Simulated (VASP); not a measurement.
A convergence study with VASP on MgTe (zinc blende): a few settings are varied, all else stays as given below, so the limit is that of these other settings.

```
MgTe
1.0
    0.00000     3.21000     3.21000
    3.21000     0.00000     3.21000
    3.21000     3.21000     0.00000
Mg Te
1 1
Cartesian
  0.00000   0.00000   0.00000
  1.60500   1.60500   1.60500
```

Computed with HSE06 screened hybrid, VASP's PBE PAW potentials (set 64) (plane waves; VASP). The last row used: 520 eV cut-off, 4×4×4 Γ-centred mesh, Gaussian smearing of 0.050 eV, potentials Mg Te.

```json
[
 {"setting": "ENCUT = 300, PRECFOCK = Fast", "E (eV/atom)": "-3.7741", "pressure (GPa)": "0.70", "electronic steps": "21"},
 {"setting": "ENCUT = 400, PRECFOCK = Fast", "E (eV/atom)": "-3.7749", "pressure (GPa)": "0.72", "electronic steps": "21"},
 {"setting": "ENCUT = 520, PRECFOCK = Fast", "E (eV/atom)": "-3.7748", "pressure (GPa)": "0.72", "electronic steps": "21"},
 {"setting": "ENCUT = 300, PRECFOCK = Normal", "E (eV/atom)": "-3.7744", "pressure (GPa)": "0.70", "electronic steps": "21"},
 {"setting": "ENCUT = 400, PRECFOCK = Normal", "E (eV/atom)": "-3.7752", "pressure (GPa)": "0.72", "electronic steps": "21"},
 {"setting": "ENCUT = 520, PRECFOCK = Normal", "E (eV/atom)": "-3.7751", "pressure (GPa)": "0.72", "electronic steps": "21"},
 {"setting": "ENCUT = 300, PRECFOCK = Accurate", "E (eV/atom)": "-3.7744", "pressure (GPa)": "0.70", "electronic steps": "21"},
 {"setting": "ENCUT = 400, PRECFOCK = Accurate", "E (eV/atom)": "-3.7752", "pressure (GPa)": "0.72", "electronic steps": "21"},
 {"setting": "ENCUT = 520, PRECFOCK = Accurate", "E (eV/atom)": "-3.7751", "pressure (GPa)": "0.72", "electronic steps": "21"}
]
```

Left out are rungs that failed or repeat a setting and relaxations that didn't move; long series are thinned to 24 rows.

The compound is MgTe in the zinc blende structure, whereas wurtzite is the usual form. The cell was not relaxed at this level.
